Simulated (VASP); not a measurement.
Method: MS2 meta-GGA, VASP's PBE PAW potentials (set 64) (plane waves; VASP).

VASP input:

KPOINTS:
```
K-points
0
G
7 7 7
```

File POSCAR:
```
Li2Se
5.9693090
  0.0000000000   0.5000000164   0.5000000164
  0.5000000164   0.0000000000   0.5000000164
  0.5000000164   0.5000000164   0.0000000000
Li Se
2 1
Cartesian
  0.2500000082   0.2500000082   0.2500000082
  0.7500000245   0.7500000245   0.7500000245
  0.0000000000   0.0000000000   0.0000000000
```

INCAR:
```
ALGO  =  Normal
EDIFF  =  1E-7
ENCUT  =  520
ISIF  =  2
ISMEAR  =  0
LASPH  =  .TRUE.
LCHARG  =  .FALSE.
LMAXMIX  =  4
LMIXTAU  =  .TRUE.
LREAL  =  .FALSE.
LWAVE  =  .FALSE.
METAGGA  =  MS2
NELM  =  100
PREC  =  Accurate
SIGMA  =  0.05
SYSTEM  =  Li2Se
```

POTCAR, in this order: Li_sv Se (PBE.64 set). Program: vasp_std.

Q: What will the output report for the number of irreducible k-points (NKPTS), largest plane-wave count, number of space-group operations, FFT grid (NGX, NGY, NGZ)?

A: 
```json
{
  "number of irreducible k-points (NKPTS)": "20",
  "largest_plane_wave_count": "1459",
  "number_of_space_group_operations": "48",
  "FFT grid (NGX, NGY, NGZ)": "32 × 32 × 32"
}
```

The compound is Li2Se in the antifluorite structure. This cell is one point of a volume scan, at 1.03 of the reference volume.
